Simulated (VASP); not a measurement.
Input:

```xyz
1
Lattice="-1.7146 1.7146 1.7146 1.7146 -1.7146 1.7146 1.7146 1.7146 -1.7146" Properties=species:S:1:pos:R:3 pbc="T T T"
Li     0.0000     0.0000     0.0000
```

All values below come from PBE GGA, VASP's PBE PAW potentials (set 64) (plane waves; VASP). Settings: PREC = Normal, EDIFF = 1E-5, 450 eV cut-off, 17×17×17 Γ-centred mesh, first-order Methfessel-Paxton smearing of 0.10 eV, potentials Li_sv.

At this cut-off the stress carries a Pulay error, which pulls relaxed volumes low.

### Question
Give the stress tensor in GPa (positive for a compressed cell).

### Answer

```
-1.18   0.00   0.00
 0.00  -1.18   0.00
 0.00   0.00  -1.18
```
The pressure is its mean diagonal, -1.18 GPa.

The compound is Li in the bcc structure. It was relaxed first, which changed the volume by -5 %.
